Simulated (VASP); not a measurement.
Level of theory: r2SCAN meta-GGA, VASP's PBE PAW potentials (set 64) (plane waves; VASP 6.6.1).

VASP input:

INCAR:
```
SYSTEM = Zr
PREC = Accurate
ENCUT = 400
EDIFF = 1E-7
NELM = 100
ALGO = Normal
LREAL = .FALSE.
LASPH = .TRUE.
ISMEAR = -5
METAGGA = R2SCAN
LMIXTAU = .TRUE.
LMAXMIX = 4
LWAVE = .FALSE.
LCHARG = .FALSE.
LORBIT = 11
NEDOS = 601
ISIF = 2
```

### KPOINTS_OPT
```
k-points along high-symmetry lines
10
Line-mode
Reciprocal
  0.000000   0.000000   0.000000 ! GAMMA
  0.500000  -0.500000   0.500000 ! H

  0.500000  -0.500000   0.500000 ! H
  0.000000   0.000000   0.500000 ! N

  0.000000   0.000000   0.500000 ! N
  0.000000   0.000000   0.000000 ! GAMMA

  0.000000   0.000000   0.000000 ! GAMMA
  0.250000   0.250000   0.250000 ! P

  0.250000   0.250000   0.250000 ! P
  0.500000  -0.500000   0.500000 ! H

  0.250000   0.250000   0.250000 ! P
  0.000000   0.000000   0.500000 ! N
```

**KPOINTS**
```
Automatic mesh
0
Gamma
16 16 16
0 0 0
```

### POSCAR
```
Zr
1
   -1.7894610397     1.7894610397     1.7894610397
    1.7894610397    -1.7894610397     1.7894610397
    1.7894610397     1.7894610397    -1.7894610397
Zr
1
Direct
  0.0000000000   0.0000000000   0.0000000000
```

POTCAR, in this order: Zr_sv (PBE.64 set). Program: vasp_std.

What VASP printed:

**OUTCAR**
```
 ion  position               nearest neighbor table
   1  0.000  0.000  0.000-
  LATTYP: Found a body centered cubic cell.
 ALAT       =     3.5789220794
 Subroutine PRICEL returns:
 Original cell was already a primitive cell.
 Subroutine GETGRP returns: Found 48 space group operations
The static configuration has the point symmetry O_h .
The dynamic configuration has the point symmetry O_h .
 Subroutine INISYM returns: Found 48 space group operations
 Subroutine IBZKPT returns following result:
 Found    145 irreducible k-points:

 Following reciprocal coordinates:
            Coordinates               Weight
  0.000000  0.000000  0.000000      1.000000
  0.062500  0.000000  0.000000     12.000000
  0.125000  0.000000  0.000000     12.000000
  0.187500  0.000000  0.000000     12.000000
  0.250000  0.000000  0.000000     12.000000
  0.312500  0.000000  0.000000     12.000000
  0.375000  0.000000  0.000000     12.000000
  0.437500  0.000000  0.000000     12.000000
  0.500000  0.000000  0.000000      6.000000
  0.062500  0.062500  0.000000     24.000000
...
```

OSZICAR:
```
       N       E                     dE             d eps       ncg     rms          rms(c)
DAV:   1     0.546271261982E+02    0.54627E+02   -0.63177E+03  2908   0.102E+03
DAV:   2    -0.262149378348E+02   -0.80842E+02   -0.79577E+02  3178   0.281E+02
DAV:   3    -0.292473172830E+02   -0.30324E+01   -0.29857E+01  4260   0.452E+01
DAV:   4    -0.293236285541E+02   -0.76311E-01   -0.76031E-01  3452   0.703E+00
DAV:   5    -0.293275091428E+02   -0.38806E-02   -0.38729E-02  4100   0.974E-01    0.131E+01
DAV:   6    -0.217026305213E+02    0.76249E+01   -0.45418E+00  3884   0.195E+01    0.256E+00
DAV:   7    -0.230650648645E+02   -0.13624E+01   -0.32958E-01  3064   0.667E+00    0.145E+00
DAV:   8    -0.220258288341E+02    0.10392E+01   -0.10565E+00  3288   0.917E+00    0.157E+00
DAV:   9    -0.226136470078E+02   -0.58782E+00   -0.85189E-01  3106   0.673E+00    0.586E-01
DAV:  10    -0.226145880064E+02   -0.94100E-03   -0.10194E-02  3330   0.120E+00    0.461E-01
DAV:  11    -0.225893236668E+02    0.25264E-01   -0.45536E-03  4246   0.668E-01    0.583E-01
DAV:  12    -0.226312905076E+02   -0.41967E-01   -0.84470E-03  3332   0.122E+00    0.207E-01
DAV:  13    -0.226305769674E+02    0.71354E-03   -0.23793E-03  3112   0.600E-01    0.144E-01
DAV:  14    -0.226305691147E+02    0.78526E-05   -0.35775E-04  4284   0.121E-01    0.146E-01
DAV:  15    -0.226306171478E+02   -0.48033E-04   -0.46505E-05  3148   0.733E-02    0.171E-01
DAV:  16    -0.226306358149E+02   -0.18667E-04   -0.15105E-04  3246   0.135E-01    0.136E-01
DAV:  17    -0.226306060109E+02    0.29804E-04   -0.21224E-04  3376   0.150E-01    0.113E-01
DAV:  18    -0.226305970740E+02    0.89369E-05   -0.34062E-05  3110   0.635E-02    0.956E-02
DAV:  19    -0.226305687514E+02    0.28323E-04   -0.69572E-05  4444   0.869E-02    0.531E-02
DAV:  20    -0.226305630920E+02    0.56594E-05   -0.11282E-05  3416   0.349E-02    0.323E-02
DAV:  21    -0.226305585793E+02    0.45128E-05   -0.34691E-06  4272   0.205E-02    0.144E-02
DAV:  22    -0.226305586786E+02   -0.99335E-07   -0.12122E-06  3640   0.128E-02    0.297E-03
DAV:  23    -0.226305573603E+02    0.13183E-05   -0.81213E-08  1998   0.346E-03    0.682E-04
DAV:  24    -0.226305578849E+02   -0.52459E-06   -0.17417E-08  1524   0.183E-03    0.742E-04
DAV:  25    -0.226305575411E+02    0.34380E-06   -0.15045E-08  1506   0.137E-03    0.490E-04
DAV:  26    -0.226305575624E+02   -0.21330E-07   -0.20765E-09  1506   0.477E-04
   1 F= -.22630558E+02 E0= -.22630558E+02  d E =0.000000E+00
       N       E                     dE             ncg
```

OUTCAR:
```
------------------------ aborting loop because EDIFF is reached ----------------------------------------
  FORCE on cell =-STRESS in cart. coord.  units (eV):
  Direction    XX          YY          ZZ          XY          YZ          ZX
  --------------------------------------------------------------------------------------
  Total       -0.0216875     -0.0216875     -0.0216875     -0.0000000      0.0000000     -0.0000000
  in kB       -1.5159827     -1.5159827     -1.5159827     -0.0000000      0.0000000     -0.0000000
  external PRESSURE =      -1.5159827 kB  Pullay stress =       0.0000000 kB
  volume of cell :       22.92
      direct lattice vectors                 reciprocal lattice vectors
    -1.789461040  1.789461040  1.789461040     0.000000000  0.279413739  0.279413739
     1.789461040 -1.789461040  1.789461040     0.279413739  0.000000000  0.279413739
     1.789461040  1.789461040 -1.789461040     0.279413739  0.279413739  0.000000000
 POSITION                                       TOTAL-FORCE (eV/Angst)
 -----------------------------------------------------------------------------------
      0.00000      0.00000      0.00000         0.000000     -0.000000      0.000000
 -----------------------------------------------------------------------------------
    total drift:                               -0.000000     -0.000000      0.000000
  FREE ENERGIE OF THE ION-ELECTRON SYSTEM (eV)
  ---------------------------------------------------
  free  energy   TOTEN  =       -22.6305575624 eV

  energy  without entropy=      -22.6305575624  energy(sigma->0) =      -22.63055756

 total charge

# of ion       s       p       d       tot
------------------------------------------
    1        2.220   5.958   1.651   9.828
```
(Selected blocks of OUTCAR.)

For a metal the tetrahedron method with Blöchl corrections gives inexact stress and forces.

The structure comes from a computed database's Zr entry (Im-3m); how it stands against other phases isn't given here. It was relaxed first.
